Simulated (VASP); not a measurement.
# MgO (Periclase): what each functional gives, and what it costs

Which functional reproduces the measured band gap of MgO (Periclase), and what does it cost? The levels: LDA, PBEsol, PBE, r2SCAN, TB-mBJ, BLYP, TPSS, HSE06, HSEsol, B3LYP, PBE-EpsX and r2SCANh. LASPH is on for some levels and off for others; the table marks which. The start is a cell from a database of measured crystal structures.

Calculated with VASP 6.6.1; LDA; plane waves and PAW (Mg, O), in the first sound run; inputs show where later runs differ.

**Measured values to reproduce.**

For MgO, rocksalt (bulk crystal), “Electronic structure of alkaline earth and post-transition metal oxides” (2009, arxiv:0908.1581) quotes earlier work: band gap (literature experimental gap) 7.83 eV [Literature value based on experiment; other listed experimental values range from 7.7 to …].

This is a report of a sequence of runs, with most program output left out.

The database entry behind the starting cell differs from later determinations by our own check (about 0.1 % long), so it need not match the best structure at ambient conditions.

## Step 1: The starting structure

The structure is cubic, space group Fm-3m (No. 225). The conventional cell has a = 4.217 Å, b = 4.217 Å, c = 4.217 Å, α = 90.00°, β = 90.00°, γ = 90.00°. Nearest to Mg lie 6 O at 2.11 Å. Nearest to O lie 6 Mg at 2.11 Å. Farther neighbours and most contacts between anions are not listed.

Coordinates:

```cif
data_structure
_symmetry_space_group_name_H-M 'Fm-3m'
_symmetry_Int_Tables_number 225
_cell_length_a 4.2170
_cell_length_b 4.2170
_cell_length_c 4.2170
_cell_angle_alpha 90.000
_cell_angle_beta 90.000
_cell_angle_gamma 90.000
_cell_volume 74.99
loop_
_atom_site_label
_atom_site_type_symbol
_atom_site_symmetry_multiplicity
_atom_site_Wyckoff_symbol
_atom_site_fract_x
_atom_site_fract_y
_atom_site_fract_z
_atom_site_occupancy
Mg1 Mg 4 a 0.00000 0.00000 0.00000 1
O1 O 4 b 0.50000 0.00000 0.00000 1
```

## Step 2: Bands with LDA

Levels along the symmetry lines show where the bands peak and cross; KPOINTS_OPT computes them in the converged potential. LDA, the lowest rung, knows the local density alone.

Input file INCAR:

```
SYSTEM = MgO
PREC = Accurate
ENCUT = 520
EDIFF = 1E-06
NELM = 100
ISMEAR = 0
SIGMA = 0.02
LREAL = .FALSE.
ALGO = Normal
GGA = CA
NBANDS = 16
LORBIT = 11
LWAVE = .FALSE.
LCHARG = .FALSE.
KPAR = 4
```

Input file POSCAR:

```
MgO
1.0
    0.0000000000      2.1085000000      2.1085000000
    2.1085000000      0.0000000000      2.1085000000
    2.1085000000      2.1085000000      0.0000000000
Mg O
1 1
Direct
    0.0000000000      0.0000000000      0.0000000000
    0.5000000000      0.5000000000      0.5000000000
```

Input file KPOINTS:

```
Automatic mesh
0
Gamma
6 6 6
0 0 0
```

Input file KPOINTS_OPT:

```
Line mode
16
Line-mode
Reciprocal
  0.00000000   0.00000000   0.00000000 GAMMA
  0.50000000   0.00000000   0.50000000 X

  0.50000000   0.00000000   0.50000000 X
  0.50000000   0.25000000   0.75000000 W

  0.50000000   0.25000000   0.75000000 W
  0.37500000   0.37500000   0.75000000 K

  0.37500000   0.37500000   0.75000000 K
  0.00000000   0.00000000   0.00000000 GAMMA

  0.00000000   0.00000000   0.00000000 GAMMA
  0.50000000   0.50000000   0.50000000 L

  0.50000000   0.50000000   0.50000000 L
  0.62500000   0.25000000   0.62500000 U

  0.62500000   0.25000000   0.62500000 U
  0.50000000   0.25000000   0.75000000 W

  0.50000000   0.25000000   0.75000000 W
  0.50000000   0.50000000   0.50000000 L

  0.50000000   0.50000000   0.50000000 L
  0.37500000   0.37500000   0.75000000 K

  0.62500000   0.25000000   0.62500000 U
  0.50000000   0.00000000   0.50000000 X
```

The projector-augmented-wave data sets are Mg and O (PBE family, release 64).

On the command line:

```console
$ mpirun -np 4 vasp_std
```

It took 16 s on 4 MPI ranks of AMD EPYC 7R43, shared host; peak memory 0.41 GiB; 59 s of CPU time.

The PAW data sets were made with PBE, though LDA sets exist; this is a small mismatch. At this level the cell is under a tension of 6.4 GPa, so at these settings it is away from equilibrium.

This step gave:

| Quantity | Value |
| --- | --- |
| SCF cycles | 12 |
| electrons | 8 |
| bands | 16 |
| irreducible k-points | 16 |
| symmetry operations | 48 |
| free energy (TOTEN) | -13.31 eV |
| Fermi energy | 2.978 eV |
| pressure | -6.416 GPa |
| metallic | no |
| least gap on mesh and path | 4.643 eV |
| least direct gap on mesh and path | 4.643 eV |
| valence top at k | 0, 0, 0 |
| conduction bottom at k | 0, 0, 0 |
| least direct gap at k | 0, 0, 0 |

Electronic bands along the path, in eV, zero at the valence-band top; v1 is the highest filled band, c1 the lowest empty one:

| point | v3 | v2 | v1 | c1 | c2 |
| --- | --- | --- | --- | --- | --- |
| Γ | 0.00 | 0.00 | 0.00 | 4.64 | 15.51 |
| 0.53 of the way | -2.84 | -0.82 | -0.82 | 8.20 | 10.66 |
| X | -4.14 | -1.37 | -1.37 | 8.89 | 9.70 |
| 0.53 of the way | -3.79 | -1.99 | -1.61 | 9.88 | 10.69 |
| W | -3.00 | -3.00 | -1.80 | 11.43 | 11.43 |
| 0.47 of the way | -3.38 | -2.74 | -1.51 | 10.52 | 11.66 |
| K | -3.54 | -2.75 | -1.16 | 9.87 | 11.50 |
| 0.53 of the way | -2.78 | -1.05 | -0.35 | 7.75 | 11.88 |
| Γ | 0.00 | 0.00 | 0.00 | 4.64 | 15.51 |
| 0.53 of the way | -2.91 | -0.38 | -0.38 | 7.11 | 12.24 |
| L | -4.68 | -0.66 | -0.66 | 7.73 | 12.37 |
| 0.47 of the way | -4.26 | -1.65 | -0.84 | 8.95 | 12.11 |
| U | -3.54 | -2.75 | -1.16 | 9.87 | 11.50 |
| 0.47 of the way | -3.42 | -2.74 | -1.45 | 10.38 | 11.62 |
| W | -3.00 | -3.00 | -1.80 | 11.43 | 11.43 |
| 0.47 of the way | -3.98 | -2.08 | -1.05 | 9.67 | 11.93 |
| L | -4.68 | -0.66 | -0.66 | 7.73 | 12.37 |
| 0.53 of the way | -4.14 | -1.88 | -0.88 | 9.22 | 12.04 |
| K | -3.54 | -2.75 | -1.16 | 9.87 | 11.50 |
| jump to U | -3.54 | -2.75 | -1.16 | 9.87 | 11.50 |
| 0.47 of the way | -3.96 | -1.88 | -1.31 | 9.32 | 10.30 |
| X | -4.14 | -1.37 | -1.37 | 8.89 | 9.70 |

Of the projections kept (Mg, O), the largest for each band there; the rest of the weight can lie on other orbitals:

| point | v3 | v2 | v1 | c1 | c2 |
| --- | --- | --- | --- | --- | --- |
| Γ | O 0.98 | O 0.98 | O 0.98 | O 0.53 | Mg 1.00 |
| X | O 0.84 | O 0.93 | O 0.93 | Mg 1.00 | Mg 0.90 |
| W | O 0.87 | O 0.87 | O 0.89 | O 0.68 | O 0.68 |
| K | O 0.85 | O 0.86 | O 0.94 | Mg 0.69 | Mg 0.66 |
| Γ | O 0.98 | O 0.98 | O 0.98 | O 0.53 | Mg 1.00 |
| L | O 0.78 | O 0.96 | O 0.96 | Mg 0.61 | O 0.72 |

The gap is 4.64 eV, direct at Γ. The gap lies -3.19 eV from the measured 7.83 eV.

## Step 3: Bands with PBEsol

This step: PBEsol; plane waves and PAW (Mg, O) (VASP 6.6.1).

PBEsol restores the gradient expansion of exchange and is tuned for the cells of solids.

INCAR, as its differences from that of step 2:

```diff
@@ -9,3 +9,3 @@
 ALGO = Normal
-GGA = CA
+GGA = PS
 NBANDS = 16
```

POSCAR is that of step 2.

KPOINTS is that of step 2.

KPOINTS_OPT is that of step 2.

On the command line:

```console
$ mpirun -np 4 vasp_std
```

Elapsed: 15 s, on 4 MPI ranks; peak memory 0.42 GiB; 57 s of CPU time.

The PAW data sets were made with PBE, which is usual practice but a small mismatch for other functionals.

Numbers from this step:

- free energy (TOTEN): -12.51 eV
- Fermi energy: 3.142 eV
- pressure: -0.8363 GPa
- least gap on mesh and path: 4.6 eV
- least direct gap on mesh and path: 4.6 eV

The electronic bands at the labelled points (eV, zero at the valence-band top; v1 is the highest filled band, c1 the lowest empty one):

| point | v3 | v2 | v1 | c1 | c2 |
| --- | --- | --- | --- | --- | --- |
| Γ | 0.00 | 0.00 | 0.00 | 4.60 | 15.61 |
| 0.53 of the way | -2.85 | -0.81 | -0.81 | 8.22 | 10.70 |
| X | -4.13 | -1.36 | -1.36 | 8.92 | 9.84 |
| 0.53 of the way | -3.79 | -1.99 | -1.60 | 9.92 | 10.83 |
| W | -2.99 | -2.99 | -1.79 | 11.47 | 11.47 |
| 0.47 of the way | -3.38 | -2.74 | -1.51 | 10.56 | 11.81 |
| K | -3.54 | -2.74 | -1.16 | 9.91 | 11.65 |
| 0.53 of the way | -2.79 | -1.05 | -0.35 | 7.75 | 11.93 |
| Γ | 0.00 | 0.00 | 0.00 | 4.60 | 15.61 |
| 0.53 of the way | -2.91 | -0.38 | -0.38 | 7.10 | 12.29 |
| L | -4.67 | -0.66 | -0.66 | 7.72 | 12.46 |
| 0.47 of the way | -4.25 | -1.64 | -0.83 | 8.96 | 12.19 |
| U | -3.54 | -2.74 | -1.16 | 9.91 | 11.65 |
| 0.47 of the way | -3.41 | -2.73 | -1.44 | 10.42 | 11.77 |
| W | -2.99 | -2.99 | -1.79 | 11.47 | 11.47 |
| 0.47 of the way | -3.97 | -2.08 | -1.05 | 9.69 | 12.00 |
| L | -4.67 | -0.66 | -0.66 | 7.72 | 12.46 |
| 0.53 of the way | -4.13 | -1.87 | -0.88 | 9.24 | 12.11 |
| K | -3.54 | -2.74 | -1.16 | 9.91 | 11.65 |
| jump to U | -3.54 | -2.74 | -1.16 | 9.91 | 11.65 |
| 0.47 of the way | -3.96 | -1.88 | -1.30 | 9.35 | 10.43 |
| X | -4.13 | -1.36 | -1.36 | 8.92 | 9.84 |

Of the projections kept (Mg, O), the largest for each band there; the rest of the weight can lie on other orbitals:

| point | v3 | v2 | v1 | c1 | c2 |
| --- | --- | --- | --- | --- | --- |
| Γ | O 0.98 | O 0.98 | O 0.98 | O 0.52 | Mg 1.00 |
| X | O 0.84 | O 0.93 | O 0.93 | Mg 1.00 | Mg 0.90 |
| W | O 0.87 | O 0.87 | O 0.89 | O 0.69 | O 0.69 |
| K | O 0.86 | O 0.86 | O 0.94 | Mg 0.67 | Mg 0.67 |
| Γ | O 0.98 | O 0.98 | O 0.98 | O 0.52 | Mg 1.00 |
| L | O 0.78 | O 0.96 | O 0.96 | Mg 0.61 | O 0.73 |

The gap is 4.60 eV, direct at Γ. Against LDA that is -0.04 eV; the cost is about the same. The gap lies -3.23 eV from the measured 7.83 eV.

## Step 4: Bands with PBE

This step: PBE; plane waves and PAW (Mg, O) (VASP 6.6.1).

PBE, the usual starting point, adds the gradient of the density.

INCAR, as its differences from that of step 3:

```diff
@@ -9,3 +9,3 @@
 ALGO = Normal
-GGA = PS
+GGA = PE
 NBANDS = 16
```

POSCAR is that of step 3.

KPOINTS is that of step 3.

KPOINTS_OPT is that of step 3.

On the command line:

```console
$ mpirun -np 4 vasp_std
```

The job ended after 14 s (4 MPI ranks; peak memory 0.42 GiB).

At this level the cell is under a pressure of 3.3 GPa, so at these settings it is away from equilibrium.

Electronic bands along the path, in eV, zero at the valence-band top; v1 is the highest filled band, c1 the lowest empty one:

| point | v3 | v2 | v1 | c1 | c2 |
| --- | --- | --- | --- | --- | --- |
| Γ | 0.00 | 0.00 | 0.00 | 4.69 | 15.78 |
| 0.53 of the way | -2.81 | -0.80 | -0.80 | 8.31 | 10.89 |
| X | -4.07 | -1.34 | -1.34 | 9.12 | 9.93 |
| 0.53 of the way | -3.73 | -1.96 | -1.58 | 10.10 | 10.92 |
| W | -2.94 | -2.94 | -1.76 | 11.62 | 11.62 |
| 0.47 of the way | -3.32 | -2.69 | -1.48 | 10.72 | 11.89 |
| K | -3.48 | -2.70 | -1.14 | 10.07 | 11.73 |
| 0.53 of the way | -2.75 | -1.03 | -0.34 | 7.84 | 12.10 |
| Γ | 0.00 | 0.00 | 0.00 | 4.69 | 15.78 |
| 0.53 of the way | -2.87 | -0.37 | -0.37 | 7.21 | 12.45 |
| L | -4.60 | -0.65 | -0.65 | 7.87 | 12.57 |
| 0.47 of the way | -4.19 | -1.62 | -0.82 | 9.11 | 12.30 |
| U | -3.48 | -2.70 | -1.14 | 10.07 | 11.73 |
| 0.47 of the way | -3.36 | -2.69 | -1.42 | 10.58 | 11.86 |
| W | -2.94 | -2.94 | -1.76 | 11.62 | 11.62 |
| 0.47 of the way | -3.91 | -2.04 | -1.03 | 9.83 | 12.12 |
| L | -4.60 | -0.65 | -0.65 | 7.87 | 12.57 |
| 0.53 of the way | -4.07 | -1.84 | -0.86 | 9.38 | 12.23 |
| K | -3.48 | -2.70 | -1.14 | 10.07 | 11.73 |
| jump to U | -3.48 | -2.70 | -1.14 | 10.07 | 11.73 |
| 0.47 of the way | -3.90 | -1.85 | -1.28 | 9.54 | 10.52 |
| X | -4.07 | -1.34 | -1.34 | 9.12 | 9.93 |

Of the projections kept (Mg, O), the largest for each band there; the rest of the weight can lie on other orbitals:

| point | v3 | v2 | v1 | c1 | c2 |
| --- | --- | --- | --- | --- | --- |
| Γ | O 0.98 | O 0.98 | O 0.98 | O 0.52 | Mg 1.00 |
| X | O 0.84 | O 0.93 | O 0.93 | Mg 1.00 | Mg 0.90 |
| W | O 0.88 | O 0.88 | O 0.89 | O 0.68 | O 0.68 |
| K | O 0.86 | O 0.86 | O 0.94 | Mg 0.68 | Mg 0.67 |
| Γ | O 0.98 | O 0.98 | O 0.98 | O 0.52 | Mg 1.00 |
| L | O 0.79 | O 0.96 | O 0.96 | Mg 0.62 | O 0.72 |

The gap is 4.69 eV, direct at Γ. Against LDA that is +0.05 eV; the cost is about the same. The gap lies -3.14 eV from the measured 7.83 eV.

## Step 5: Bands with r2SCAN

This step: r2SCAN; plane waves and PAW (Mg, O) (VASP 6.6.1).

r2SCAN adds the kinetic-energy density, costs more than a GGA and is run with LASPH.

INCAR, as its differences from that of step 4:

```diff
@@ -9,3 +9,4 @@
 ALGO = Normal
-GGA = PE
+METAGGA = R2SCAN
+LASPH = .TRUE.
 NBANDS = 16
```

POSCAR is that of step 4.

KPOINTS is that of step 4.

KPOINTS_OPT is that of step 4.

On the command line:

```console
$ mpirun -np 4 vasp_std
```

Elapsed: 64 s, on 4 MPI ranks; peak memory 0.42 GiB.

At this level the cell is under a tension of 2.6 GPa, so at these settings it is away from equilibrium.

Electronic bands along the path, in eV, zero at the valence-band top; v1 is the highest filled band, c1 the lowest empty one:

| point | v3 | v2 | v1 | c1 | c2 |
| --- | --- | --- | --- | --- | --- |
| Γ | 0.00 | 0.00 | 0.00 | 5.57 | 16.81 |
| 0.53 of the way | -2.79 | -0.82 | -0.82 | 9.26 | 11.85 |
| X | -4.09 | -1.37 | -1.37 | 10.03 | 11.02 |
| 0.53 of the way | -3.74 | -1.97 | -1.59 | 11.04 | 12.04 |
| W | -2.95 | -2.95 | -1.77 | 12.67 | 12.67 |
| 0.47 of the way | -3.33 | -2.70 | -1.50 | 11.70 | 13.05 |
| K | -3.49 | -2.70 | -1.16 | 11.04 | 12.88 |
| 0.53 of the way | -2.73 | -1.03 | -0.36 | 8.76 | 13.12 |
| Γ | 0.00 | 0.00 | 0.00 | 5.57 | 16.81 |
| 0.53 of the way | -2.85 | -0.38 | -0.38 | 8.11 | 13.51 |
| L | -4.60 | -0.67 | -0.67 | 8.78 | 13.76 |
| 0.47 of the way | -4.19 | -1.62 | -0.84 | 10.04 | 13.45 |
| U | -3.49 | -2.70 | -1.16 | 11.04 | 12.88 |
| 0.47 of the way | -3.37 | -2.69 | -1.43 | 11.56 | 13.01 |
| W | -2.95 | -2.95 | -1.77 | 12.67 | 12.67 |
| 0.47 of the way | -3.91 | -2.05 | -1.05 | 10.79 | 13.24 |
| L | -4.60 | -0.67 | -0.67 | 8.78 | 13.76 |
| 0.53 of the way | -4.07 | -1.85 | -0.88 | 10.32 | 13.37 |
| K | -3.49 | -2.70 | -1.16 | 11.04 | 12.88 |
| jump to U | -3.49 | -2.70 | -1.16 | 11.04 | 12.88 |
| 0.47 of the way | -3.91 | -1.86 | -1.31 | 10.47 | 11.62 |
| X | -4.09 | -1.37 | -1.37 | 10.03 | 11.02 |

Of the projections kept (Mg, O), the largest for each band there; the rest of the weight can lie on other orbitals:

| point | v3 | v2 | v1 | c1 | c2 |
| --- | --- | --- | --- | --- | --- |
| Γ | O 0.98 | O 0.98 | O 0.98 | O 0.51 | Mg 1.00 |
| X | O 0.85 | O 0.93 | O 0.93 | Mg 1.00 | Mg 0.90 |
| W | O 0.88 | O 0.88 | O 0.90 | O 0.67 | O 0.67 |
| K | O 0.87 | O 0.87 | O 0.94 | Mg 0.68 | Mg 0.69 |
| Γ | O 0.98 | O 0.98 | O 0.98 | O 0.51 | Mg 1.00 |
| L | O 0.80 | O 0.96 | O 0.96 | Mg 0.63 | O 0.71 |

The gap is 5.57 eV, direct at Γ. Against LDA that is +0.93 eV; this run took 4.1 times the core time. The gap lies -2.26 eV from the measured 7.83 eV.

## Step 6: Bands with TB-mBJ

This step: TB-mBJ; plane waves and PAW (Mg, O) (VASP 6.6.1).

TB-mBJ is a local potential fitted to gaps: it costs far less than a hybrid but gives no energy.

INCAR, as its differences from that of step 5:

```diff
@@ -4,3 +4,3 @@
 EDIFF = 1E-06
-NELM = 100
+NELM = 150
 ISMEAR = 0
@@ -9,3 +9,3 @@
 ALGO = Normal
-METAGGA = R2SCAN
+METAGGA = MBJ
 LASPH = .TRUE.
```

POSCAR is that of step 5.

KPOINTS is that of step 5.

KPOINTS_OPT is that of step 5.

On the command line:

```console
$ mpirun -np 4 vasp_std
```

It took 44 s on 4 MPI ranks; peak memory 0.45 GiB; 2.9 min of CPU time.

This functional is a potential without an energy, so its energies, forces and stress mean nothing and are not read.

Electronic bands along the path, in eV, zero at the valence-band top; v1 is the highest filled band, c1 the lowest empty one:

| point | v3 | v2 | v1 | c1 | c2 |
| --- | --- | --- | --- | --- | --- |
| Γ | 0.00 | 0.00 | 0.00 | 6.73 | 17.86 |
| 0.53 of the way | -2.38 | -0.70 | -0.70 | 10.28 | 13.24 |
| X | -3.49 | -1.19 | -1.19 | 11.48 | 12.22 |
| 0.53 of the way | -3.19 | -1.68 | -1.37 | 12.38 | 13.19 |
| W | -2.50 | -2.50 | -1.51 | 13.90 | 13.90 |
| 0.47 of the way | -2.83 | -2.29 | -1.29 | 12.97 | 14.18 |
| K | -2.97 | -2.29 | -1.01 | 12.35 | 14.01 |
| 0.53 of the way | -2.32 | -0.86 | -0.31 | 9.81 | 14.41 |
| Γ | 0.00 | 0.00 | 0.00 | 6.73 | 17.86 |
| 0.53 of the way | -2.42 | -0.33 | -0.33 | 9.22 | 14.77 |
| L | -3.94 | -0.58 | -0.58 | 10.09 | 14.94 |
| 0.47 of the way | -3.57 | -1.37 | -0.73 | 11.28 | 14.63 |
| U | -2.97 | -2.29 | -1.01 | 12.35 | 14.01 |
| 0.47 of the way | -2.86 | -2.28 | -1.23 | 12.84 | 14.14 |
| W | -2.50 | -2.50 | -1.51 | 13.90 | 13.90 |
| 0.47 of the way | -3.33 | -1.73 | -0.91 | 12.00 | 14.43 |
| L | -3.94 | -0.58 | -0.58 | 10.09 | 14.94 |
| 0.53 of the way | -3.47 | -1.56 | -0.77 | 11.55 | 14.55 |
| K | -2.97 | -2.29 | -1.01 | 12.35 | 14.01 |
| jump to U | -2.97 | -2.29 | -1.01 | 12.35 | 14.01 |
| 0.47 of the way | -3.34 | -1.59 | -1.14 | 11.86 | 12.80 |
| X | -3.49 | -1.19 | -1.19 | 11.48 | 12.22 |

Of the projections kept (Mg, O), the largest for each band there; the rest of the weight can lie on other orbitals:

| point | v3 | v2 | v1 | c1 | c2 |
| --- | --- | --- | --- | --- | --- |
| Γ | O 0.98 | O 0.98 | O 0.98 | Mg 0.51 | Mg 1.00 |
| X | O 0.88 | O 0.94 | O 0.94 | Mg 1.00 | Mg 0.90 |
| W | O 0.90 | O 0.90 | O 0.92 | O 0.64 | O 0.64 |
| K | O 0.89 | O 0.90 | O 0.95 | Mg 0.69 | Mg 0.69 |
| Γ | O 0.98 | O 0.98 | O 0.98 | Mg 0.51 | Mg 1.00 |
| L | O 0.85 | O 0.97 | O 0.97 | Mg 0.64 | O 0.69 |

The gap is 6.73 eV, direct at Γ. Against LDA that is +2.09 eV; this run took 2.8 times the core time. The gap lies -1.10 eV from the measured 7.83 eV.

## Step 7: Bands with BLYP

This step: BLYP; plane waves and PAW (Mg, O) (VASP 6.6.1).

BLYP comes from molecular chemistry and underbinds dense solids.

Input file INCAR:

```
SYSTEM = MgO
PREC = Accurate
ENCUT = 520
EDIFF = 1E-06
NELM = 100
ISMEAR = 0
SIGMA = 0.02
LREAL = .FALSE.
ALGO = Normal
GGA = B5
ALDAX = 1
AGGAX = 1
AGGAC = 1
ALDAC = 0
NBANDS = 16
LORBIT = 11
LWAVE = .FALSE.
LCHARG = .FALSE.
KPAR = 4
```

POSCAR is that of step 6.

KPOINTS is that of step 6.

KPOINTS_OPT is that of step 6.

On the command line:

```console
$ mpirun -np 4 vasp_std
```

Elapsed: 19 s, on 4 MPI ranks; peak memory 0.4 GiB.

At this level the cell is under a pressure of 5.8 GPa, so at these settings it is away from equilibrium.

The electronic bands at the labelled points (eV, zero at the valence-band top; v1 is the highest filled band, c1 the lowest empty one):

| point | v3 | v2 | v1 | c1 | c2 |
| --- | --- | --- | --- | --- | --- |
| Γ | 0.00 | 0.00 | 0.00 | 4.98 | 15.96 |
| 0.53 of the way | -2.73 | -0.79 | -0.79 | 8.50 | 11.27 |
| X | -3.96 | -1.32 | -1.32 | 9.50 | 10.00 |
| 0.53 of the way | -3.63 | -1.91 | -1.56 | 10.45 | 10.98 |
| W | -2.87 | -2.87 | -1.74 | 11.93 | 11.93 |
| 0.47 of the way | -3.23 | -2.63 | -1.46 | 11.03 | 11.95 |
| K | -3.39 | -2.64 | -1.12 | 10.38 | 11.81 |
| 0.53 of the way | -2.68 | -1.00 | -0.34 | 8.08 | 12.43 |
| Γ | 0.00 | 0.00 | 0.00 | 4.98 | 15.96 |
| 0.53 of the way | -2.80 | -0.37 | -0.37 | 7.47 | 12.74 |
| L | -4.50 | -0.64 | -0.64 | 8.22 | 12.75 |
| 0.47 of the way | -4.10 | -1.57 | -0.81 | 9.42 | 12.50 |
| U | -3.39 | -2.64 | -1.12 | 10.38 | 11.81 |
| 0.47 of the way | -3.27 | -2.63 | -1.39 | 10.89 | 11.92 |
| W | -2.87 | -2.87 | -1.74 | 11.93 | 11.93 |
| 0.47 of the way | -3.82 | -1.98 | -1.01 | 10.13 | 12.34 |
| L | -4.50 | -0.64 | -0.64 | 8.22 | 12.75 |
| 0.53 of the way | -3.98 | -1.79 | -0.85 | 9.69 | 12.44 |
| K | -3.39 | -2.64 | -1.12 | 10.38 | 11.81 |
| jump to U | -3.39 | -2.64 | -1.12 | 10.38 | 11.81 |
| 0.47 of the way | -3.80 | -1.81 | -1.26 | 9.88 | 10.61 |
| X | -3.96 | -1.32 | -1.32 | 9.50 | 10.00 |

Of the projections kept (Mg, O), the largest for each band there; the rest of the weight can lie on other orbitals:

| point | v3 | v2 | v1 | c1 | c2 |
| --- | --- | --- | --- | --- | --- |
| Γ | O 0.98 | O 0.98 | O 0.98 | O 0.51 | Mg 1.00 |
| X | O 0.85 | O 0.93 | O 0.93 | Mg 1.00 | Mg 0.90 |
| W | O 0.88 | O 0.88 | O 0.90 | O 0.66 | O 0.66 |
| K | O 0.86 | O 0.87 | O 0.94 | Mg 0.73 | Mg 0.66 |
| Γ | O 0.98 | O 0.98 | O 0.98 | O 0.51 | Mg 1.00 |
| L | O 0.79 | O 0.96 | O 0.96 | Mg 0.62 | O 0.70 |

The gap is 4.98 eV, direct at Γ. Against LDA that is +0.34 eV; this run took 1.2 times the core time. The gap lies -2.85 eV from the measured 7.83 eV.

[end of part 1 of 3]

[Lines on the potential files, build, host, timing and source positions are cut from VASP's logs without a mark.]

[Logs are printed without paths, hosts, clocks, repeated set-up lines and the standing remarks that a program may print on its own settings, such as how far it seeks lower states.]

[Hosts, paths, dates, database ids (printed as entryN), source tags and the programs' standing remarks are cut or masked in the printed files.]

[A measured line is paired with the nearest computed mode of its activity, which favours agreement.]
